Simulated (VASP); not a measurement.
Output of a VASP run:

### OSZICAR
```
       N       E                     dE             d eps       ncg     rms          rms(c)
DAV:   1     0.259416151625E+02    0.25942E+02   -0.59282E+03  2168   0.115E+03
DAV:   2    -0.240511022716E+02   -0.49993E+02   -0.47880E+02  2232   0.218E+02
DAV:   3    -0.244693492147E+02   -0.41825E+00   -0.41817E+00  2574   0.248E+01
DAV:   4    -0.244704146983E+02   -0.10655E-02   -0.10655E-02  2518   0.111E+00
DAV:   5    -0.244704249164E+02   -0.10218E-04   -0.10219E-04  2405   0.955E-02    0.720E+00
DAV:   6    -0.208104129381E+02    0.36600E+01   -0.78975E+00  2177   0.326E+01    0.522E+00
DAV:   7    -0.209902590924E+02   -0.17985E+00   -0.58557E-01  2168   0.750E+00    0.278E+00
DAV:   8    -0.209842764069E+02    0.59827E-02   -0.42859E-02  2165   0.177E+00    0.818E-02
DAV:   9    -0.210040836536E+02   -0.19807E-01   -0.29988E-02  2212   0.139E+00    0.143E-01
DAV:  10    -0.210039353158E+02    0.14834E-03   -0.12758E-03  2207   0.428E-01    0.593E-02
DAV:  11    -0.210057949997E+02   -0.18597E-02   -0.39744E-03  2189   0.548E-01    0.716E-02
DAV:  12    -0.210055949134E+02    0.20009E-03   -0.12651E-04  2316   0.137E-01    0.456E-02
DAV:  13    -0.210056851400E+02   -0.90227E-04   -0.11279E-04  2220   0.118E-01    0.201E-02
DAV:  14    -0.210057376518E+02   -0.52512E-04   -0.88730E-05  2247   0.773E-02    0.488E-03
DAV:  15    -0.210057380695E+02   -0.41766E-06   -0.30287E-06  2375   0.207E-02    0.116E-03
DAV:  16    -0.210057381535E+02   -0.83999E-07   -0.17264E-07  2262   0.479E-03
   1 F= -.21005738E+02 E0= -.21005663E+02  d E =-.224987E-03
```

File OUTCAR:
```
------------------------ aborting loop because EDIFF is reached ----------------------------------------
  FORCE on cell =-STRESS in cart. coord.  units (eV):
  Direction    XX          YY          ZZ          XY          YZ          ZX
  --------------------------------------------------------------------------------------
  Total        0.8246158      0.8246158      0.8246158     -0.0000000      0.0000000      0.0000000
  in kB       82.7006820     82.7006820     82.7006820     -0.0000000      0.0000000      0.0000000
  external PRESSURE =      82.7006820 kB  Pullay stress =       0.0000000 kB
  volume of cell :       15.98
      direct lattice vectors                 reciprocal lattice vectors
     0.000000000  1.998976589  1.998976589    -0.250127992  0.250127992  0.250127992
     1.998976589  0.000000000  1.998976589     0.250127992 -0.250127992  0.250127992
     1.998976589  1.998976589  0.000000000     0.250127992  0.250127992 -0.250127992
 POSITION                                       TOTAL-FORCE (eV/Angst)
 -----------------------------------------------------------------------------------
      0.00000      0.00000      0.00000         0.000000      0.000000      0.000000
 -----------------------------------------------------------------------------------
    total drift:                                0.000000      0.000000      0.000000
  FREE ENERGIE OF THE ION-ELECTRON SYSTEM (eV)
  ---------------------------------------------------
  free  energy   TOTEN  =       -21.0057381535 eV

  energy  without entropy=      -21.0055131664  energy(sigma->0) =      -21.00566316
```
(Selected blocks of OUTCAR.)

**POSCAR**
```
Ag
1
    0.0000000000     1.9989765886     1.9989765886
    1.9989765886     0.0000000000     1.9989765886
    1.9989765886     1.9989765886     0.0000000000
Ag
1
Direct
  0.0000000000   0.0000000000   0.0000000000
```

### Question
Write an INCAR and KPOINTS that could have produced this output.

### Answer
One answer among several that fit: the input of the run itself, r2SCAN+rVV10, plane waves, VASP's PBE PAW potentials (set 64).

File KPOINTS:
```
Automatic mesh
0
Gamma
15 15 15
0 0 0
```

INCAR:
```
SYSTEM = Ag
PREC = Accurate
ENCUT = 520
EDIFF = 1E-7
NELM = 100
ALGO = Normal
LREAL = .FALSE.
LASPH = .TRUE.
ISMEAR = 1
SIGMA = 0.1
METAGGA = R2SCAN
LUSE_VDW = .TRUE.
BPARAM = 11.95
CPARAM = 0.0093
LMIXTAU = .TRUE.
LMAXMIX = 4
LWAVE = .FALSE.
LCHARG = .FALSE.
ISIF = 2
```

POTCAR, in this order: Ag (PBE.64 set). Program: vasp_std.

The compound is Ag in the fcc structure. This cell is one point of a volume scan, at 0.94 of the reference volume.
